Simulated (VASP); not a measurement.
A convergence study with VASP on BeSe (zinc blende): one setting is varied, all else stays as given below, so the limit is that of these other settings. Each run relaxes cell and ions from the cell shown. The basis is that of the starting cell, so low cut-offs carry a Pulay error.

```
CELL_PARAMETERS angstrom
      0.00000     2.57000     2.57000
      2.57000     0.00000     2.57000
      2.57000     2.57000     0.00000
ATOMIC_POSITIONS crystal
  Be 0.00000 0.00000 0.00000
  Se 0.25000 0.25000 0.25000
```

These are PBE GGA, VASP's PBE PAW potentials (set 64) (plane waves; VASP) values and carry that method's errors. The tightest run used: 700 eV cut-off, 8×8×8 Γ-centred mesh, Gaussian smearing of 0.050 eV, potentials Be Se.

Gaps are read on the run's mesh, which can miss a band edge.

Question: The settings run are ENCUT = 150; ENCUT = 200; ENCUT = 250; ENCUT = 300; ENCUT = 350; ENCUT = 400; ENCUT = 450; ENCUT = 500; ENCUT = 550; ENCUT = 600; ENCUT = 650; ENCUT = 700. From which on does the relaxed volume stay within 0.05 Å³/atom of the tightest run?

Answer: From ENCUT = 250 on: it is off by 0.042 there and by no more than 0.05 in any finer run, while ENCUT = 200 is off by 0.304.
| setting | relaxed volume (Å³/atom) | E (eV/atom) | gap on the mesh (eV) | plane waves | difference judged (Å³/atom) |
|---|---|---|---|---|---|
| ENCUT = 150 | 16.462 | -4.3956 | 2.501 | 153 | 0.929 |
| ENCUT = 200 | 17.086 | -4.4126 | 2.623 | 229 | 0.304 |
| ENCUT = 250 | 17.349 | -4.4273 | 2.663 | 314 | 0.042 |
| ENCUT = 300 | 17.394 | -4.4287 | 2.669 | 415 | 0.003 |
| ENCUT = 350 | 17.391 | -4.4288 | 2.668 | 531 | 0.000 |
| ENCUT = 400 | 17.386 | -4.4291 | 2.668 | 636 | 0.005 |
| ENCUT = 450 | 17.388 | -4.4294 | 2.668 | 754 | 0.003 |
| ENCUT = 500 | 17.391 | -4.4296 | 2.668 | 887 | 0.001 |
| ENCUT = 550 | 17.393 | -4.4296 | 2.669 | 1006 | 0.002 |
| ENCUT = 600 | 17.393 | -4.4296 | 2.669 | 1158 | 0.002 |
| ENCUT = 650 | 17.391 | -4.4296 | 2.668 | 1303 | 0.001 |
| ENCUT = 700 | 17.391 | -4.4297 | 2.668 | 1458 | 0.000 |

Left out are rungs that failed or repeat a setting and relaxations that didn't move; long series are thinned to 24 rows.

The compound is BeSe in the zinc blende structure.
